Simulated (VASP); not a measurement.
Mg:

```
Mg
1.0
     3.20930    0.00000    0.00000
    -1.60465    2.77934    0.00000
     0.00000    0.00000    5.21030
Mg
2
Direct
  0.33333 0.66667 0.25000
  0.66667 0.33333 0.75000
```

| Property | Result |
| --- | --- |
| Program | VASP 6.6.1 |
| Task | relaxation of cell and atoms |
| Functional | r2SCAN |
| Potentials or basis | VASP PAW PBE potentials, release 64 (Mg) |
| Cutoff | 600 eV |
| k mesh | 15 × 15 × 8 |
| Occupations | gaussian, width 0.1 eV |
| Spin | no spin polarisation |

At the start: pressure -1.4 GPa; volume 23.24 Å³/atom.

Question: How do energy, volume and symmetry change on relaxing?

Answer: Over 7 steps the energy falls by 4.4 meV/atom and the volume is 22.39 Å³/atom (-3.6 %); space group P6_3/mmc (No. 194, to 0.05 Å).

The path:
```
step  energy change (eV)  largest force (eV/Å)  pressure (GPa)  volume (Å³)
   1              0.0000                0.0000           -1.38        46.47
   2             -0.0079                0.0000           -0.31        45.14
   3             -0.0084                0.0000            0.04        44.76
   4             -0.0084                0.0000            0.07        44.72
   5             -0.0087                0.0000            0.04        44.75
   6             -0.0088                0.0000            0.01        44.79
   7             -0.0088                0.0000            0.01        44.78
```

Final structure:
```yaml
crystal:
  lattice:
    - [3.18636, 0.00000, 0.00000]
    - [-1.59318, 2.75947, 0.00000]
    - [0.00000, 0.00000, 5.09296]
  atoms:
    - { symbol: Mg, position: [0.33333, 0.66667, 0.25000] }
    - { symbol: Mg, position: [0.66667, 0.33333, 0.75000] }
```

Caveat: the PAW data sets were made with another functional, which shifts forces and pressure a little.
